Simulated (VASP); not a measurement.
Output of a VASP run:

File OSZICAR:
```
       N       E                     dE             d eps       ncg     rms          rms(c)
DAV:   1     0.240638147844E+03    0.24064E+03   -0.17437E+04  2730   0.156E+03
DAV:   2    -0.476233067284E+02   -0.28826E+03   -0.27944E+03  3804   0.366E+02
DAV:   3    -0.644205645370E+02   -0.16797E+02   -0.16523E+02  3765   0.871E+01
DAV:   4    -0.649571386967E+02   -0.53657E+00   -0.53543E+00  4401   0.142E+01
DAV:   5    -0.649639501182E+02   -0.68114E-02   -0.68099E-02  3668   0.154E+00    0.116E+01
DAV:   6    -0.612345199922E+02    0.37294E+01   -0.65643E+00  3205   0.151E+01    0.629E+00
DAV:   7    -0.606564987154E+02    0.57802E+00   -0.34133E+00  3275   0.893E+00    0.249E+00
DAV:   8    -0.606694516718E+02   -0.12953E-01   -0.89221E-01  3223   0.556E+00    0.952E-01
DAV:   9    -0.606281045294E+02    0.41347E-01   -0.16082E-01  3150   0.232E+00    0.178E-01
DAV:  10    -0.606279568635E+02    0.14767E-03   -0.25303E-02  4189   0.956E-01    0.119E-01
DAV:  11    -0.606277872073E+02    0.16966E-03   -0.21084E-03  3356   0.311E-01    0.672E-02
DAV:  12    -0.606278358678E+02   -0.48660E-04   -0.12642E-04  3712   0.825E-02    0.268E-02
DAV:  13    -0.606278159712E+02    0.19897E-04   -0.12110E-04  3413   0.590E-02    0.141E-02
DAV:  14    -0.606278144416E+02    0.15296E-05   -0.71983E-06  3379   0.237E-02    0.441E-03
DAV:  15    -0.606278141549E+02    0.28667E-06   -0.21470E-06  2291   0.776E-03
   1 F= -.60627814E+02 E0= -.60627417E+02  d E =-.606278E+02
```

**OUTCAR**
```
------------------------ aborting loop because EDIFF is reached ----------------------------------------
  FORCE on cell =-STRESS in cart. coord.  units (eV):
  Direction    XX          YY          ZZ          XY          YZ          ZX
  --------------------------------------------------------------------------------------
  Total        0.0664372      0.0213439      0.0247904     -0.0000000      0.0000000      0.0124667
  in kB        1.4767404      0.4744228      0.5510321     -0.0000000      0.0000000      0.2771043
  external PRESSURE =       0.8340651 kB  Pullay stress =       0.0000000 kB
  volume of cell :       72.08
      direct lattice vectors                 reciprocal lattice vectors
     4.614151666 -2.164390997 -0.020842992     0.107871916 -0.231011865 -0.108555324
     4.614151666  2.164390997 -0.020842992     0.107871916  0.231011865 -0.108555324
     3.615208275  0.000000000  3.592448793     0.001251722  0.000000000  0.277102005
 POSITION                                       TOTAL-FORCE (eV/Angst)
 -----------------------------------------------------------------------------------
      0.00000      0.00000      0.00000        -0.000000      0.000000      0.000000
      6.42176      1.44229      1.77538        -0.000000      0.003669      0.000000
      6.08892     -0.72114      2.97928        -0.000847     -0.001834      0.003062
      6.75459     -0.72114      0.57148         0.000847     -0.001834     -0.003062
      6.42176     -1.44229      1.77538        -0.000000     -0.003669      0.000000
      6.75459      0.72114      0.57148         0.000847      0.001834     -0.003062
      6.08892      0.72114      2.97928        -0.000847      0.001834      0.003062
 -----------------------------------------------------------------------------------
    total drift:                                0.000000     -0.000000      0.000000
  FREE ENERGIE OF THE ION-ELECTRON SYSTEM (eV)
  ---------------------------------------------------
  free  energy   TOTEN  =       -60.6278141549 eV

  energy  without entropy=      -60.6266221668  energy(sigma->0) =      -60.62741683

 reached required accuracy - stopping structural energy minimisation
```
(Selected blocks of OUTCAR.)

POSCAR:
```
CaC6
1
    4.6141516661    -2.1643909967    -0.0208429919
    4.6141516661     2.1643909967    -0.0208429919
    3.6152082754     0.0000000000     3.5924487931
Ca C
1 6
Direct
  0.0000000000   0.0000000000   0.0000000000
  0.1668143482   0.8331856518   0.5000000000
  0.5000000000   0.1668143482   0.8331856518
  0.8331856518   0.5000000000   0.1668143482
  0.8331856518   0.1668143482   0.5000000000
  0.5000000000   0.8331856518   0.1668143482
  0.1668143482   0.5000000000   0.8331856518
```

Q: Write an INCAR and KPOINTS that could have produced this output.

A: Several could match; the one computed here: the input of the run itself, PBEsol GGA, plane waves, VASP's PBE PAW potentials (set 64).

**INCAR**
```
! general
SYSTEM = CaC6
PREC   = Accurate
ENCUT  = 520   ! plane-wave cut-off (eV)
LREAL  = .FALSE.   ! projection in real space or not
LASPH  = .TRUE.   ! aspherical one-centre terms

! electronic loop
EDIFF  = 1E-6   ! SCF stop (eV)
NELM   = 100
ALGO   = Normal

! smearing
ISMEAR = 1
SIGMA  = 0.1   ! width (eV)

! functional
GGA    = PS   ! PBEsol

! ions
IBRION = 2   ! conjugate gradients
NSW    = 60
ISIF   = 3   ! ions, shape and volume
EDIFFG = -0.02

! output
LWAVE  = .FALSE.
LCHARG = .FALSE.
```

### KPOINTS
```
Automatic
0
gamma
  8 8 8
```

POTCAR, in this order: Ca_sv C (PBE.64 set). Program: vasp_std.

The compound is CaC6 in the sg166 structure. It was relaxed first. The start is the result of an earlier pass.
